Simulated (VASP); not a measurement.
# Mg3GeSe: single point with PBE

Crystal: Mg3GeSe.

```xyz
5
Lattice="4.9614 0.0000 0.0000 0.0000 4.9614 0.0000 0.0000 0.0000 4.9614" Properties=species:S:1:pos:R:3 pbc="T T T"
Ge    0.0000    0.0000    0.0000
Se    2.4807    2.4807    2.4807
Mg    2.4807    2.4807    0.0000
Mg    2.4807    0.0000    2.4807
Mg    0.0000    2.4807    2.4807
```

The cell comes from a database or a generator and needn't be the stable form of this composition.

| Quantity | Value |
| --- | --- |
| Program | VASP 6.6.1 |
| Task | single point |
| Functional | PBE |
| Potentials or basis | VASP PAW PBE potentials, release 64 (Ge_d, Se, Mg) |
| Cutoff | 520 eV |
| k mesh | 4 × 4 × 4 |
| Occupations | gaussian, width 0.05 eV |
| Spin | no spin polarisation |

```json
{
  "Pressure": "-0.1 GPa",
  "Band gap on the k mesh": "0.09 eV, indirect (least direct gap 0.12 eV)"
}
```

Levels at points of the mesh, in eV from the valence-band top:
| k point | band 9 | band 10 | band 11 | band 12 | band 13 | band 14 | band 15 | band 16 | band 17 | band 18 |
| --- | --- | --- | --- | --- | --- | --- | --- | --- | --- | --- |
| (0.00, 0.00, 0.00) | -5.49 | -5.49 | -0.49 | -0.25 | -0.25 | 0.29 | 0.29 | 0.29 | 3.93 | 3.93 |
| (0.50, 0.00, 0.00) | -5.35 | -5.35 | -3.01 | -0.35 | -0.35 | 0.70 | 1.95 | 2.25 | 4.03 | 4.03 |
| (0.50, 0.50, 0.00) | -6.43 | -5.26 | -0.95 | -0.95 | -0.39 | 0.54 | 0.62 | 1.77 | 1.77 | 4.82 |
| (0.50, 0.50, 0.50) | -6.16 | -6.16 | -2.28 | -2.28 | -2.28 | 2.78 | 2.78 | 2.78 | 4.84 | 5.26 |

Run time: 26 s on 1 thread of Intel(R) Xeon(R) Platinum 8259CL CPU @ 2.50GHz (Skylake/Cascade Lake), with other jobs on the host, peak memory 0.25 GiB.

A k mesh can miss the band edges.
